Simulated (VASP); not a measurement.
# Relaxed cell of Tantalum: a test of cutoff and mesh, part 2 of 2

How far does the relaxed cell of Tantalum depend on cutoff and k mesh? The starting structure is a measured crystal structure from the Crystallography Open Database. The first relaxation on each setting starts from this cell expanded by 3 % in volume.

VASP 6.6.1.

Results so far: reference 17.66 Å³ an atom; a cutoff of 220 eV 17.56 Å³ an atom; a 10×10×10 mesh 17.84 Å³ an atom.

## Step 5: Relaxation with a cutoff of 600 eV

Level of this step: PBEsol; plane waves and PAW (Ta_pv) (VASP).

Against step 2 the input has ENCUT = 600. This run starts from the cell of an earlier relaxation, which isn't shown; the restart sets up the plane waves anew.

INCAR reads:

```
SYSTEM = Ta
PREC = Accurate
ENCUT = 600
EDIFF = 1E-06
NELM = 100
ISMEAR = 1
SIGMA = 0.15
LREAL = .FALSE.
ALGO = Normal
GGA = PS
NBANDS = 11
LASPH = .TRUE.
LORBIT = 11
LWAVE = .FALSE.
LCHARG = .FALSE.
KPAR = 8
IBRION = 2
NSW = 50
ISIF = 3
EDIFFG = -0.006
```

POSCAR reads:

```
Ta
1.0
   -1.6406743003      1.6406743003      1.6406743003
    1.6406743003     -1.6406743003      1.6406743003
    1.6406743003      1.6406743003     -1.6406743003
Ta
1
Direct
    0.0000000000      0.0000000000      0.0000000000
```

KPOINTS reads:

```
Automatic mesh
0
Gamma
18 18 18
0 0 0
```

Potentials, in the order of the species: Ta_pv (PBE family, release 64).

Command:

```
$ mpirun -np 8 vasp_std
```

The log of the run:

```text
[... set-up lines as in an earlier step ...]
 entering main loop
       N       E                     dE             d eps       ncg     rms          rms(c)
DAV:   1     0.618453974954E+02    0.61845E+02   -0.68056E+03  4298   0.107E+03
DAV:   2    -0.120050784743E+02   -0.73850E+02   -0.72222E+02  4733   0.265E+02
DAV:   3    -0.130451435066E+02   -0.10401E+01   -0.10232E+01  5222   0.296E+01
DAV:   4    -0.130488219784E+02   -0.36785E-02   -0.36775E-02  4786   0.184E+00
[...]
DAV:   9    -0.125525332051E+02   -0.19893E-05   -0.43018E-05  4999   0.696E-02    0.208E-02
DAV:  10    -0.125525304964E+02    0.27087E-05   -0.22844E-06  4842   0.178E-02    0.359E-03
DAV:  11    -0.125525303803E+02    0.11614E-06   -0.14767E-07  2778   0.444E-03
   1 F= -.12552530E+02 E0= -.12552737E+02  d E =-.125525E+02
[...]
reached required accuracy - stopping structural energy minimisation
```

The job ended after 7.4 s (8 MPI ranks of Intel Xeon Platinum 8375C at 2.90GHz (Ice Lake), shared host; peak memory 1.3 GiB; 52 s of CPU time).

From OUTCAR (step 5):

```text
  Total       -0.0009864     -0.0009864     -0.0009864      0.0000000     -0.0000000      0.0000000
  in kB       -0.0894579     -0.0894579     -0.0894579      0.0000000     -0.0000000      0.0000000
  external PRESSURE =      -0.0894579 kB  Pullay stress =       0.0000000 kB

 POSITION                                       TOTAL-FORCE (eV/Angst)
 -----------------------------------------------------------------------------------
      0.00000      0.00000      0.00000        -0.000000     -0.000000      0.000000
 -----------------------------------------------------------------------------------
    total drift:                               -0.000000      0.000000      0.000000

  FREE ENERGIE OF THE ION-ELECTRON SYSTEM (eV)
  ---------------------------------------------------
  free  energy   TOTEN  =       -12.5525303803 eV

  energy  without entropy=      -12.5531512771  energy(sigma->0) =      -12.55273735

[... 2 parts as in an earlier step ...]

[... 2 further parts left out ...]
[key lines of the parts left out:]
E-fermi :   5.4839
```

With a cutoff of 600 eV the cell ends at 17.666 Å³ an atom, +0.02 % from the reference; the bulk modulus is 208.6 GPa against 208.7 GPa.

## Step 6: Relaxation with a 26×26×26 mesh

Against step 2 the input has a 26×26×26 mesh. This run starts from the cell of an earlier relaxation, which isn't shown; the restart sets up the plane waves anew.

Edit INCAR of step 5 so:

```diff
@@ -2,3 +2,3 @@
 PREC = Accurate
-ENCUT = 600
+ENCUT = 450
 EDIFF = 1E-06
```

POSCAR reads:

```
Ta
1.0
   -1.6414926683      1.6414926683      1.6414926683
    1.6414926683     -1.6414926683      1.6414926683
    1.6414926683      1.6414926683     -1.6414926683
Ta
1
Direct
    0.0000000000      0.0000000000      0.0000000000
```

KPOINTS reads:

```
Automatic mesh
0
Gamma
26 26 26
0 0 0
```

Command:

```
$ mpirun -np 8 vasp_std
```

The log of the run:

```text
[... set-up lines as in an earlier step ...]
 entering main loop
       N       E                     dE             d eps       ncg     rms          rms(c)
DAV:   1     0.514792345547E+02    0.51479E+02   -0.58107E+03 11296   0.859E+02
DAV:   2    -0.121851527090E+02   -0.63664E+02   -0.62227E+02 12513   0.234E+02
DAV:   3    -0.130484796974E+02   -0.86333E+00   -0.85215E+00 13612   0.264E+01
DAV:   4    -0.130512724958E+02   -0.27928E-02   -0.27919E-02 12456   0.160E+00
[...]
DAV:   9    -0.125510347968E+02    0.26214E-05   -0.56462E-05 12984   0.798E-02    0.213E-02
DAV:  10    -0.125510323095E+02    0.24873E-05   -0.22650E-06 12632   0.171E-02    0.330E-03
DAV:  11    -0.125510323167E+02   -0.72266E-08   -0.12912E-07  7226   0.421E-03
   1 F= -.12551032E+02 E0= -.12551127E+02  d E =-.125510E+02
[...]
reached required accuracy - stopping structural energy minimisation
```

It took 11 s on 8 MPI ranks; peak memory 1.4 GiB; 82 s of CPU time.

OUTCAR, selected parts (step 6):

```text
  Total       -0.0055194     -0.0055194     -0.0055194      0.0000000     -0.0000000      0.0000000
  in kB       -0.4998341     -0.4998341     -0.4998341      0.0000000     -0.0000000      0.0000000
  external PRESSURE =      -0.4998341 kB  Pullay stress =       0.0000000 kB

 POSITION                                       TOTAL-FORCE (eV/Angst)
 -----------------------------------------------------------------------------------
      0.00000      0.00000      0.00000        -0.000000      0.000000     -0.000000
 -----------------------------------------------------------------------------------
    total drift:                                0.000000      0.000000      0.000000

  FREE ENERGIE OF THE ION-ELECTRON SYSTEM (eV)
  ---------------------------------------------------
  free  energy   TOTEN  =       -12.5510323167 eV

  energy  without entropy=      -12.5513175157  energy(sigma->0) =      -12.55112738

[... 1 part as in an earlier step ...]

[... 3 further parts left out ...]
[key lines of the parts left out:]
E-fermi :   5.4480
```

With a 26×26×26 mesh the cell ends at 17.692 Å³ an atom, +0.17 % from the reference; the bulk modulus is 209.6 GPa against 208.7 GPa.

## Step 7: All runs side by side

| run | volume (Å³/atom) | change (%) | bulk modulus (GPa) | pressure left (GPa) | core minutes |
| --- | --- | --- | --- | --- | --- |
| reference | 17.662 | - | 208.7 | -0.01 | 4.32 |
| a cutoff of 220 eV | 17.557 | -0.6 | 210.9 | 0.01 | 2.56 |
| a 10×10×10 mesh | 17.839 | 1.0 | 214.3 | -0.04 | 1.87 |
| a cutoff of 600 eV | 17.666 | 0.02 | 208.6 | -0.01 | 6.05 |
| a 26×26×26 mesh | 17.692 | 0.17 | 209.6 | -0.05 | 6.03 |

Core minutes are wall time times ranks, summed over the relaxations behind a row (those for a bulk modulus apart), on shared hosts.

## Step 8: Results

| Quantity | Value |
| --- | --- |
| volume of the reference | 17.66 Å³/atom |
| volume against the reference, a cutoff of 220 eV | -0.60 % |
| volume against the reference, a 10×10×10 mesh | +1.00 % |
| volume against the reference, a cutoff of 600 eV | +0.02 % |
| volume against the reference, a 26×26×26 mesh | +0.17 % |

In words: The volume moves most with a 10×10×10 mesh: +1.00 % against the reference (450 eV, 18×18×18 mesh). On finer settings it changes by +0.02 % with a cutoff of 600 eV and +0.17 % with a 26×26×26 mesh. The relaxations stop with up to 0.05 GPa left, which at the bulk modulus found here is 0.02 % of the volume. A cell that shrinks at the lower cutoff is the usual mark of Pulay stress, the error that a plane-wave basis makes when it is kept while the volume changes. The bulk modulus is more sensitive: it changes by +2.7 % with a 10×10×10 mesh. Further runs on this material are not shown.

[Lines on the potential files, build, host, timing and source positions are cut from VASP's logs without a mark.]

[Logs are printed without paths, hosts, clocks, repeated set-up lines and the standing remarks that a program may print on its own settings, such as how far it seeks lower states.]

[Hosts, paths, dates, database ids (printed as entryN), source tags and the programs' standing remarks are cut or masked in the printed files.]
